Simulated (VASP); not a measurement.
Computed with PBE GGA with D3 dispersion (Becke-Johnson damping), VASP's PBE PAW potentials (set 64) (plane waves; VASP).

VASP input:

**POSCAR**
```
PbO
1
    4.0746463041     0.0000000000     0.0000000000
    0.0000000000     4.0746463041     0.0000000000
    0.0000000000     0.0000000000     5.0392388413
Pb O
2 2
Direct
  0.5000000000   0.0000000000   0.7618255077
  0.0000000000   0.5000000000   0.2381744923
  0.5000000000   0.5000000000   0.0000000000
  0.0000000000   0.0000000000   0.0000000000
```

KPOINTS:
```
Regular mesh
0
Gamma
  6 6 5
0 0 0
```

INCAR:
```
NELM = 100
PREC = Accurate
EDIFFG = -0.01   # ionic stop
LMAXMIX = 4
ISIF = 4   # ions and shape, fixed volume
EDIFF = 1E-7
LREAL = F
ALGO = Normal
GGA = PE
SYSTEM = PbO
LASPH = T   # aspherical one-centre terms
SIGMA = 0.05
NSW = 30
ISMEAR = 0
IVDW = 12   # D3, Becke-Johnson
LCHARG = F
LWAVE = F
IBRION = 2
ENCUT = 520   # plane-wave cut-off (eV)
```

POTCAR, in this order: Pb_d O (PBE.64 set). Program: vasp_std.

The run wrote:

### OUTCAR
```
 ion  position               nearest neighbor table
   1  0.500  0.000  0.762-   3 2.36   4 2.36   3 2.36   4 2.36   2 3.75   2 3.75   2 3.75   2 3.75
                             2 3.91   2 3.91   2 3.91   2 3.91
   2  0.000  0.500  0.238-   3 2.36   4 2.36   4 2.36   3 2.36   1 3.75   1 3.75   1 3.75   1 3.75
                             1 3.91   1 3.91   1 3.91   1 3.91
   3  0.500  0.500  0.000-   1 2.36   2 2.36   1 2.36   2 2.36
   4  0.000  0.000  0.000-   1 2.36   2 2.36   2 2.36   1 2.36
  LATTYP: Found a simple tetragonal cell.
 ALAT       =     4.0746463041
 C/A-ratio  =     1.2367303725
 Subroutine PRICEL returns:
 Original cell was already a primitive cell.
 Subroutine GETGRP returns: Found 16 space group operations
The static configuration has the point symmetry D_2d.
 The point group associated with its full space group is D_4h.
The dynamic configuration has the point symmetry D_2d.
 Subroutine INISYM returns: Found 16 space group operations
 Subroutine IBZKPT returns following result:
 Found     30 irreducible k-points:

 Following reciprocal coordinates:
            Coordinates               Weight
  0.000000  0.000000  0.000000      1.000000
  0.166667  0.000000  0.000000      4.000000
  0.333333  0.000000  0.000000      4.000000
  0.500000  0.000000  0.000000      2.000000
  0.166667  0.166667  0.000000      4.000000
  0.333333  0.166667  0.000000      8.000000
  0.500000  0.166667  0.000000      4.000000
  0.333333  0.333333  0.000000      4.000000
  0.500000  0.333333  0.000000      4.000000
  0.500000  0.500000  0.000000      1.000000
  0.000000  0.000000  0.200000      2.000000
  0.166667  0.000000  0.200000      8.000000
  0.333333  0.000000  0.200000      8.000000
  0.500000  0.000000  0.200000      4.000000
  0.166667  0.166667  0.200000      8.000000
  0.333333  0.166667  0.200000     16.000000
  0.500000  0.166667  0.200000      8.000000
  0.333333  0.333333  0.200000      8.000000
...
```

### OSZICAR
```
       N       E                     dE             d eps       ncg     rms          rms(c)
DAV:   1     0.454809627076E+03    0.45481E+03   -0.20333E+04  1440   0.196E+03
DAV:   2     0.322841366998E+02   -0.42253E+03   -0.41439E+03  1560   0.493E+02
DAV:   3    -0.242275031411E+02   -0.56512E+02   -0.55180E+02  1920   0.189E+02
DAV:   4    -0.262116482576E+02   -0.19841E+01   -0.19833E+01  1680   0.410E+01
DAV:   5    -0.262720819483E+02   -0.60434E-01   -0.60426E-01  2000   0.663E+00    0.125E+01
DAV:   6    -0.217487304245E+02    0.45234E+01   -0.38119E+01  2280   0.451E+01    0.589E+00
DAV:   7    -0.215024621174E+02    0.24627E+00   -0.38053E+00  1896   0.147E+01    0.257E+00
DAV:   8    -0.215032701492E+02   -0.80803E-03   -0.86471E-01  1920   0.659E+00    0.127E+00
DAV:   9    -0.214738938623E+02    0.29376E-01   -0.15965E-01  2224   0.340E+00    0.314E-01
DAV:  10    -0.214758873734E+02   -0.19935E-02   -0.20015E-02  1584   0.842E-01    0.566E-02
DAV:  11    -0.214760764664E+02   -0.18909E-03   -0.18290E-03  2536   0.317E-01    0.956E-02
DAV:  12    -0.214759587585E+02    0.11771E-03   -0.45946E-04  2112   0.243E-01    0.294E-02
DAV:  13    -0.214759556450E+02    0.31135E-05   -0.85127E-05  1904   0.610E-02    0.530E-03
DAV:  14    -0.214759554375E+02    0.20748E-06   -0.82351E-06  2072   0.347E-02    0.412E-03
DAV:  15    -0.214759545766E+02    0.86091E-06   -0.18844E-06  1912   0.194E-02    0.595E-04
DAV:  16    -0.214759547502E+02   -0.17368E-06   -0.13900E-07  1184   0.301E-03    0.551E-04
DAV:  17    -0.214759548045E+02   -0.54259E-07   -0.39119E-08   888   0.332E-03
   1 F= -.22383520E+02 E0= -.22383520E+02  d E =-.223835E+02
       N       E                     dE             d eps       ncg     rms          rms(c)
DAV:   1    -0.214722765199E+02    0.36782E-02   -0.40254E+00  1744   0.114E+01    0.219E-01
DAV:   2    -0.214846027273E+02   -0.12326E-01   -0.12834E-01  2120   0.363E+00    0.112E-01
DAV:   3    -0.214844013836E+02    0.20134E-03   -0.97056E-04  1984   0.403E-01    0.728E-02
DAV:   4    -0.214842826195E+02    0.11876E-03   -0.55230E-04  1984   0.446E-01    0.184E-02
DAV:   5    -0.214842865881E+02   -0.39686E-05   -0.10692E-04  2248   0.113E-01    0.947E-03
DAV:   6    -0.214842844614E+02    0.21267E-05   -0.13633E-05  1800   0.628E-02    0.419E-03
DAV:   7    -0.214842846658E+02   -0.20447E-06   -0.20755E-06  2200   0.125E-02    0.186E-03
DAV:   8    -0.214842848872E+02   -0.22136E-06   -0.20786E-07  1288   0.402E-03    0.507E-04
DAV:   9    -0.214842849781E+02   -0.90881E-07   -0.61183E-08   848   0.538E-03
   2 F= -.22391378E+02 E0= -.22391378E+02  d E =-.785835E-02
       N       E                     dE             d eps       ncg     rms          rms(c)
DAV:   1    -0.214830186376E+02    0.12662E-02   -0.96797E-01  1752   0.554E+00    0.101E-01
DAV:   2    -0.214855898306E+02   -0.25712E-02   -0.26956E-02  2096   0.176E+00    0.523E-02
DAV:   3    -0.214855458644E+02    0.43966E-04   -0.20194E-04  2040   0.186E-01    0.325E-02
DAV:   4    -0.214855253866E+02    0.20478E-04   -0.94883E-05  2056   0.179E-01    0.820E-03
DAV:   5    -0.214855259227E+02   -0.53610E-06   -0.19952E-05  2256   0.500E-02    0.394E-03
DAV:   6    -0.214855253790E+02    0.54371E-06   -0.23527E-06  1864   0.247E-02    0.170E-03
DAV:   7    -0.214855254577E+02   -0.78675E-07   -0.27305E-07  1192   0.509E-03
   3 F= -.22392382E+02 E0= -.22392382E+02  d E =-.886238E-02
       N       E                     dE             d eps       ncg     rms          rms(c)
DAV:   1    -0.214894414289E+02   -0.39160E-02   -0.23684E-01  1536   0.414E+00    0.322E-01
DAV:   2    -0.214877582087E+02    0.16832E-02   -0.85531E-03  2248   0.115E+00    0.199E-01
DAV:   3    -0.214867055651E+02    0.10526E-02   -0.11471E-03  1912   0.519E-01    0.499E-02
DAV:   4    -0.214866563007E+02    0.49264E-04   -0.31235E-04  2184   0.181E-01    0.106E-02
DAV:   5    -0.214866568312E+02   -0.53047E-06   -0.32876E-05  1704   0.553E-02    0.406E-03
DAV:   6    -0.214866567688E+02    0.62420E-07   -0.16729E-06  2232   0.208E-02    0.211E-03
DAV:   7    -0.214866568901E+02   -0.12135E-06   -0.39718E-07  1592   0.524E-03    0.769E-04
DAV:   8    -0.214866568764E+02    0.13731E-07   -0.47481E-08   904   0.203E-03
   4 F= -.22393482E+02 E0= -.22393482E+02  d E =-.109956E-02
       N       E                     dE             d eps       ncg     rms          rms(c)
DAV:   1    -0.215002588610E+02   -0.13602E-01   -0.10403E+00  1536   0.868E+00    0.675E-01
DAV:   2    -0.214927954166E+02    0.74634E-02   -0.36751E-02  2184   0.230E+00    0.415E-01
DAV:   3    -0.214881774148E+02    0.46180E-02   -0.49827E-03  1888   0.106E+00    0.101E-01
DAV:   4    -0.214879759939E+02    0.20142E-03   -0.12532E-03  2184   0.371E-01    0.217E-02
DAV:   5    -0.214879796846E+02   -0.36907E-05   -0.13699E-04  1640   0.112E-01    0.778E-03
DAV:   6    -0.214879791031E+02    0.58149E-06   -0.75209E-06  2256   0.415E-02    0.436E-03
DAV:   7    -0.214879795966E+02   -0.49348E-06   -0.15065E-06  1568   0.110E-02    0.152E-03
DAV:   8    -0.214879795754E+02    0.21225E-07   -0.19091E-07  1248   0.359E-03
   5 F= -.22394750E+02 E0= -.22394750E+02  d E =-.236755E-02
       N       E                     dE             d eps       ncg     rms          rms(c)
DAV:   1    -0.214897895799E+02   -0.18100E-02   -0.14397E-01  1536   0.324E+00    0.251E-01
DAV:   2    -0.214887687788E+02    0.10208E-02   -0.51754E-03  2272   0.900E-01    0.155E-01
DAV:   3    -0.214881285577E+02    0.64022E-03   -0.70621E-04  1920   0.405E-01    0.379E-02
DAV:   4    -0.214881014820E+02    0.27076E-04   -0.18810E-04  2184   0.137E-01    0.818E-03
DAV:   5    -0.214881016597E+02   -0.17770E-06   -0.18620E-05  1728   0.408E-02    0.312E-03
DAV:   6    -0.214881016384E+02    0.21261E-07   -0.97653E-07  2064   0.157E-02
   6 F= -.22394856E+02 E0= -.22394856E+02  d E =-.247336E-02
```

File OUTCAR:
```
------------------------ aborting loop because EDIFF is reached ----------------------------------------
 Edisp (eV)   -0.90675
  FORCE on cell =-STRESS in cart. coord.  units (eV):
  Direction    XX          YY          ZZ          XY          YZ          ZX
  --------------------------------------------------------------------------------------
  Total      -0.32570    -0.32570    -0.32311     0.00000     0.00000     0.00000
  in kB      -6.23703    -6.23703    -6.18755     0.00000     0.00000     0.00000
  external pressure =       -6.22 kB  Pullay stress =        0.00 kB
  volume of cell :       83.67
      direct lattice vectors                 reciprocal lattice vectors
     4.043800135  0.000000000  0.000000000     0.247292143  0.000000000  0.000000000
     0.000000000  4.043800135  0.000000000     0.000000000  0.247292143  0.000000000
     0.000000000 -0.000000000  5.116410839     0.000000000 -0.000000000  0.195449512
 POSITION                                       TOTAL-FORCE (eV/Angst)
 -----------------------------------------------------------------------------------
      2.02190     -0.00000      3.92683         0.000000      0.000000     -0.002109
      0.00000      2.02190      1.18958        -0.000000     -0.000000      0.002109
      2.02190      2.02190      0.00000         0.000000     -0.000000      0.000000
      0.00000      0.00000      0.00000        -0.000000      0.000000      0.000000
 -----------------------------------------------------------------------------------
    total drift:                                0.000000      0.000000      0.000000
  FREE ENERGIE OF THE ION-ELECTRON SYSTEM (eV)
  ---------------------------------------------------
  free  energy   TOTEN  =       -22.3948557139 eV

  energy  without entropy=      -22.3948557139  energy(sigma->0) =      -22.39485571

 reached required accuracy - stopping structural energy minimisation
```
(Selected blocks of OUTCAR.)

CONTCAR:
```
PbO
   1.00000000000000
     4.0438001348446466    0.0000000000000000    0.0000000000000000
     0.0000000000000000    4.0438001348446466    0.0000000000000000
     0.0000000000000000   -0.0000000000000000    5.1164108394171581
  Pb              O
     2     2
Direct
     0.5000000000000000    0.0000000000000000    0.7674967952610311
     0.0000000000000000    0.5000000000000000    0.2325032047389688
     0.5000000000000000    0.5000000000000000    0.0000000000000000
     0.0000000000000000    0.0000000000000000    0.0000000000000000
```

The compound is PbO in the litharge structure. This cell is one point of a volume scan, at 1.03 of the reference volume. Symmetry was kept, so distortions that lower it aren't found.
